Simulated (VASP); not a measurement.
Data:

```xyz
2
Lattice="1.3650 -2.3642 0.0000 1.3650 2.3642 0.0000 0.0000 0.0000 4.3200" Properties=species:S:1:pos:R:3 pbc="T T T"
Os     1.3650     0.7881     1.0800
Os     1.3650    -0.7881     3.2400
```

Calculation: AM05 GGA, VASP's PBE PAW potentials (set 64) (plane waves; VASP). Numerical set-up: 520 eV cut-off, 14×14×8 Γ-centred mesh, first-order Methfessel-Paxton smearing of 0.10 eV, potentials Os.

### Question
The ions, cell shape and volume are relaxed. Predict the relaxed structure.

### Answer

```xyz
2
Lattice="1.3617 -2.3586 0.0000 1.3617 2.3586 0.0000 0.0000 0.0000 4.2961" Properties=species:S:1:pos:R:3 pbc="T T T"
Os     1.3617     0.7862     1.0740
Os     1.3617    -0.7862     3.2221
```
Space group P6_3/mmc (194), at a tolerance of 0.03 Å.

### Question
How do energy and volume change from the first to the last step?

### Answer
The energy (σ→0) changes by -2.3 meV/atom and the volume by -1.0 %, in 9 ionic steps.

The compound is Os in the hcp structure. This run relaxes it. Symmetry was kept, so distortions that lower it aren't found.
